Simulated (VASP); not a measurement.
An input for Ansatz (written as the equivalent of a VASP run, and not itself run):

Ansatz 0.2 input:
```yaml
crystal:
  lattice:
    - [0.0000000, 2.0250000, 2.0250000]
    - [2.0250000, 0.0000000, 2.0250000]
    - [2.0250000, 2.0250000, 0.0000000]
  atoms:
    - { symbol: Al, position: [0.0000000, 0.0000000, 0.0000000] }
kpoints:
  mp_grid: { grid: [14, 14, 14] }
hamiltonian:
  xc: r2scan
  pseudopotentials: { kind: paw }
scf:
  occupations: { method: methfessel_paxton, width: 0.1 }
  max_iter: 100
relax:
  max_steps: 60
  f_tol: 0.01
  cell: {}
output: { forces: true, stress: true, eigenvalues: true }
```

### Question
Translate this input to VASP (INCAR, KPOINTS, POSCAR, choice of POTCAR).

### Answer
This is not unique; one that fits is 
File KPOINTS:
```
Regular mesh
0
G
 14 14 14
```

### INCAR
```
! general
SYSTEM  = Al
PREC    = Accurate
ENCUT   = 400   ! plane-wave cut-off (eV)
LREAL   = F   ! projection in real space or not
LASPH   = T   ! aspherical one-centre terms

! electronic loop
EDIFF   = 1E-6
NELM    = 100
ALGO    = Normal
LMIXTAU = T

! smearing
ISMEAR  = 1   ! Methfessel-Paxton
SIGMA   = 0.1   ! width (eV)

! functional
METAGGA = R2SCAN

! ions
IBRION  = 2   ! conjugate gradients
NSW     = 60
ISIF    = 3   ! ions, shape and volume
EDIFFG  = -0.01   ! ionic stop

! output
LWAVE   = F
LCHARG  = F
```

File POSCAR:
```
Al
1.0
  0.0000000000   2.0250000000   2.0250000000
  2.0250000000   0.0000000000   2.0250000000
  2.0250000000   2.0250000000   0.0000000000
Al
1
Direct
  0.0000000000   0.0000000000   0.0000000000
```

POTCAR, in this order: Al (PBE.64 set). Program: vasp_std.

The two are equivalent in intent, not identical: each code has its own PAW files, so the cut-off isn't converted (ENCUT is set for VASP's; basis.ecutwfc is left out, and Ansatz then takes the one that its files recommend); Ansatz stops its SCF on the density residual and VASP on the energy change (EDIFF).

The compound is Al in the fcc structure. This run relaxes it. Symmetry was kept, so distortions that lower it aren't found.
